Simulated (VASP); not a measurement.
Computed with r2SCAN meta-GGA, VASP's PBE PAW potentials (set 64) (plane waves; VASP).

VASP ran on this input.

KPOINTS:
```
Automatic mesh
0
Gamma
8 8 8
0 0 0
```

### INCAR
```
# general
SYSTEM  = Cs
PREC    = Accurate
ENCUT   = 400
LREAL   = F
LASPH   = T

# electronic loop
EDIFF   = 1E-6
NELM    = 100
ALGO    = Normal
LMAXMIX = 4
LMIXTAU = T

# smearing
ISMEAR  = 1
SIGMA   = 0.1

# functional
METAGGA = R2SCAN

# ions
ISIF    = 2

# output
LWAVE   = F
LCHARG  = F
```

POSCAR:
```
Cs
1
   -3.0500000000     3.0500000000     3.0500000000
    3.0500000000    -3.0500000000     3.0500000000
    3.0500000000     3.0500000000    -3.0500000000
Cs
1
Direct
  0.0000000000   0.0000000000   0.0000000000
```

POTCAR, in this order: Cs_sv (PBE.64 set). Program: vasp_std.

The run wrote:

OUTCAR:
```
 ion  position               nearest neighbor table
   1  0.000  0.000  0.000-
  LATTYP: Found a body centered cubic cell.
 ALAT       =     6.1000000000
 Subroutine PRICEL returns:
 Original cell was already a primitive cell.
 Subroutine GETGRP returns: Found 48 space group operations
The static configuration has the point symmetry O_h .
The dynamic configuration has the point symmetry O_h .
 Subroutine INISYM returns: Found 48 space group operations
 Subroutine IBZKPT returns following result:
 Found     29 irreducible k-points:

 Following reciprocal coordinates:
            Coordinates               Weight
  0.000000  0.000000  0.000000      1.000000
  0.125000  0.000000  0.000000     12.000000
  0.250000  0.000000  0.000000     12.000000
  0.375000  0.000000  0.000000     12.000000
  0.500000  0.000000  0.000000      6.000000
  0.125000  0.125000  0.000000     24.000000
  0.250000  0.125000  0.000000     48.000000
  0.375000  0.125000  0.000000     48.000000
  0.250000  0.250000  0.000000     24.000000
  0.375000  0.250000 -0.000000     24.000000
  0.125000  0.125000  0.125000      8.000000
  0.250000  0.125000  0.125000     24.000000
  0.375000  0.125000  0.125000     12.000000
 -0.125000  0.125000  0.125000      6.000000
  0.250000  0.250000  0.125000     24.000000
 -0.250000  0.250000  0.125000     24.000000
 -0.375000  0.375000  0.125000     24.000000
 -0.250000  0.375000  0.125000     24.000000
  0.500000  0.500000  0.125000     12.000000
 -0.375000  0.500000  0.125000     48.000000
 -0.375000 -0.375000  0.125000      8.000000
  0.250000  0.250000  0.250000      2.000000
 -0.250000  0.250000  0.250000      6.000000
 -0.375000  0.375000  0.250000     24.000000
  0.500000  0.500000  0.250000     12.000000
...
```

File OSZICAR:
```
       N       E                     dE             d eps       ncg     rms          rms(c)
DAV:   1     0.242917098603E+02    0.24292E+02   -0.25519E+03   464   0.647E+02
DAV:   2    -0.225319373495E+02   -0.46824E+02   -0.46287E+02   592   0.124E+02
DAV:   3    -0.270087343125E+02   -0.44768E+01   -0.44756E+01   488   0.447E+01
DAV:   4    -0.270682056500E+02   -0.59471E-01   -0.59470E-01   872   0.615E+00
DAV:   5    -0.270682177400E+02   -0.12090E-04   -0.12090E-04   568   0.796E-02    0.260E-01
DAV:   6    -0.257270100014E+02    0.13412E+01   -0.10426E-01   464   0.363E+00    0.251E-01
DAV:   7    -0.244584315299E+02    0.12686E+01   -0.80172E-01   536   0.574E+00    0.495E-01
DAV:   8    -0.249779992717E+02   -0.51957E+00   -0.57573E-01   576   0.569E+00    0.107E-01
DAV:   9    -0.246584323853E+02    0.31957E+00   -0.49767E-01   560   0.523E+00    0.327E-01
DAV:  10    -0.249736309866E+02   -0.31520E+00   -0.26476E-01   528   0.444E+00    0.406E-02
DAV:  11    -0.249522401148E+02    0.21391E-01   -0.13341E-02   568   0.108E+00    0.523E-02
DAV:  12    -0.249392103266E+02    0.13030E-01   -0.26802E-03   656   0.370E-01    0.552E-02
DAV:  13    -0.248970422226E+02    0.42168E-01   -0.20175E-02   520   0.122E+00    0.791E-02
DAV:  14    -0.249989502689E+02   -0.10191E+00   -0.13302E-01   464   0.246E+00    0.455E-02
DAV:  15    -0.250043193228E+02   -0.53691E-02   -0.80603E-03   512   0.101E+00    0.374E-02
DAV:  16    -0.250036002232E+02    0.71910E-03   -0.33132E-04   680   0.151E-01    0.385E-02
DAV:  17    -0.250024343121E+02    0.11659E-02   -0.12590E-03   496   0.387E-01    0.352E-02
DAV:  18    -0.250057887661E+02   -0.33545E-02   -0.52332E-03   480   0.755E-01    0.250E-02
DAV:  19    -0.250082131060E+02   -0.24243E-02   -0.14395E-03   488   0.322E-01    0.522E-02
DAV:  20    -0.250039084372E+02    0.43047E-02   -0.43863E-03   464   0.657E-01    0.525E-02
DAV:  21    -0.250022585274E+02    0.16499E-02   -0.27837E-03   480   0.576E-01    0.237E-02
DAV:  22    -0.250030434231E+02   -0.78490E-03   -0.30418E-04   504   0.219E-01    0.225E-02
DAV:  23    -0.250029621583E+02    0.81265E-04   -0.11206E-05   776   0.351E-02    0.219E-02
DAV:  24    -0.250034399941E+02   -0.47784E-03   -0.12861E-04   480   0.109E-01    0.144E-02
DAV:  25    -0.250038483372E+02   -0.40834E-03   -0.37807E-04   480   0.265E-01    0.773E-03
DAV:  26    -0.250038747594E+02   -0.26422E-04   -0.12622E-05   672   0.393E-02    0.616E-03
DAV:  27    -0.250039268245E+02   -0.52065E-04   -0.34169E-05   480   0.712E-02    0.518E-03
DAV:  28    -0.250040516878E+02   -0.12486E-03   -0.99334E-05   480   0.137E-01    0.335E-03
DAV:  29    -0.250041059068E+02   -0.54219E-04   -0.44954E-05   480   0.792E-02    0.313E-03
DAV:  30    -0.250041176818E+02   -0.11775E-04   -0.11708E-05   544   0.496E-02    0.255E-03
DAV:  31    -0.250041061933E+02    0.11489E-04   -0.23904E-05   488   0.496E-02    0.900E-04
DAV:  32    -0.250041070423E+02   -0.84909E-06   -0.11125E-06   584   0.105E-02
   1 F= -.25004107E+02 E0= -.25003107E+02  d E =-.299971E-02
```

OUTCAR:
```
------------------------ aborting loop because EDIFF is reached ----------------------------------------
  FORCE on cell =-STRESS in cart. coord.  units (eV):
  Direction    XX          YY          ZZ          XY          YZ          ZX
  --------------------------------------------------------------------------------------
  Total        0.1183287      0.1183287      0.1183287      0.0000000      0.0000000     -0.0000000
  in kB        1.6704802      1.6704802      1.6704802      0.0000000      0.0000000     -0.0000000
  external PRESSURE =       1.6704802 kB  Pullay stress =       0.0000000 kB
  volume of cell :      113.49
      direct lattice vectors                 reciprocal lattice vectors
    -3.050000000  3.050000000  3.050000000     0.000000000  0.163934426  0.163934426
     3.050000000 -3.050000000  3.050000000     0.163934426  0.000000000  0.163934426
     3.050000000  3.050000000 -3.050000000     0.163934426  0.163934426  0.000000000
 POSITION                                       TOTAL-FORCE (eV/Angst)
 -----------------------------------------------------------------------------------
      0.00000      0.00000      0.00000        -0.000000      0.000000      0.000000
 -----------------------------------------------------------------------------------
    total drift:                                0.000000      0.000000      0.000000
  FREE ENERGIE OF THE ION-ELECTRON SYSTEM (eV)
  ---------------------------------------------------
  free  energy   TOTEN  =       -25.0041070423 eV

  energy  without entropy=      -25.0011073281  energy(sigma->0) =      -25.00310714
```
(Selected blocks of OUTCAR.)

The compound is Cs in the bcc structure. The cell was not relaxed at this level. The run is one of a series of settings (GGA removed, LMIXTAU = .TRUE., METAGGA = R2SCAN against the base run), some of them coarse on purpose.
